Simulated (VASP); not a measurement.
```xyz
4
Lattice="1.6363 -2.8341 0.0000 1.6363 2.8341 0.0000 0.0000 0.0000 5.2812" Properties=species:S:1:pos:R:3 pbc="T T T"
Zn     1.6363    -0.9447     2.6470
Zn     1.6363     0.9447     0.0064
O      1.6363    -0.9447     4.6517
O      1.6363     0.9447     2.0110
```

These are PBE GGA with D3 dispersion (zero damping), VASP's PBE PAW potentials (set 64) (plane waves; VASP 6.6.1) values and carry that method's errors. Run with 520 eV cut-off, Gaussian smearing of 0.050 eV, potentials Zn O.

Predict the band gap (along the path) with the smallest direct gap where there is one.

```
Item                                   Result
------------------------------------  -------
band gap (along the path)             0.74 eV
smallest direct gap (along the path)  0.74 eV
```

Total energies compare only between runs with the same potentials, cut-off and functional.

The compound is ZnO in the wurtzite structure. It was relaxed first.
